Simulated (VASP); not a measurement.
An input for Quantum ESPRESSO's pw.x (written as the equivalent of a VASP run, and not itself run):

```
&CONTROL
  calculation = 'scf'
  pseudo_dir = './pseudo'
  outdir = './out'
  tprnfor = .true.
  tstress = .true.
/
&SYSTEM
  ibrav = 0
  nat = 4
  ntyp = 2
  ecutwfc = 84
  occupations = 'smearing'
  smearing = 'gaussian'
  degauss = 0.003675
  input_dft = 'pbe'
/
&ELECTRONS
  conv_thr = 7.3e-09
  electron_maxstep = 100
/
ATOMIC_SPECIES
  B 10.810 B.upf
  N 14.007 N.upf
CELL_PARAMETERS angstrom
     1.2775626   -2.2128035    0.0000000
     1.2775626    2.2128035    0.0000000
     0.0000000    0.0000000    4.2254281
ATOMIC_POSITIONS crystal
  B    0.6666670  0.3333330  0.5002373
  B    0.3333330  0.6666670  0.0002373
  N    0.6666670  0.3333330  0.8747627
  N    0.3333330  0.6666670  0.3747627
K_POINTS automatic
  10 10 6 0 0 0
```

**Question.** Translate this input to VASP (INCAR, KPOINTS, POSCAR, choice of POTCAR).

**Answer.** One answer among several that fit: 
INCAR:
```
SYSTEM = BN
PREC = Accurate; ENCUT = 600; LREAL = F
LASPH = T
EDIFF = 1E-7; NELM = 100; ALGO = Normal
ISMEAR = 0; SIGMA = 0.05
GGA = PE
ISIF = 2
LWAVE = F; LCHARG = F
```

POSCAR:
```
BN
1
    1.2775625614    -2.2128034879     0.0000000000
    1.2775625614     2.2128034879     0.0000000000
    0.0000000000     0.0000000000     4.2254280639
B N
2 2
Direct
  0.6666670000   0.3333330000   0.5002373476
  0.3333330000   0.6666670000   0.0002373476
  0.6666670000   0.3333330000   0.8747626524
  0.3333330000   0.6666670000   0.3747626524
```

**KPOINTS**
```
Automatic mesh
0
Gamma
10 10 6
0 0 0
```

POTCAR, in this order: B N (PBE.64 set). Program: vasp_std.

What does not carry over: the potentials are each code's own (VASP's PAW set, PseudoDojo norm-conserving files in pw.x), so ENCUT and ecutwfc are chosen apart and not converted; conv_thr bounds pw.x's estimated SCF error, while EDIFF bounds the energy change between steps.

The compound is BN in the wurtzite structure, a metastable high-pressure form. It was relaxed first.
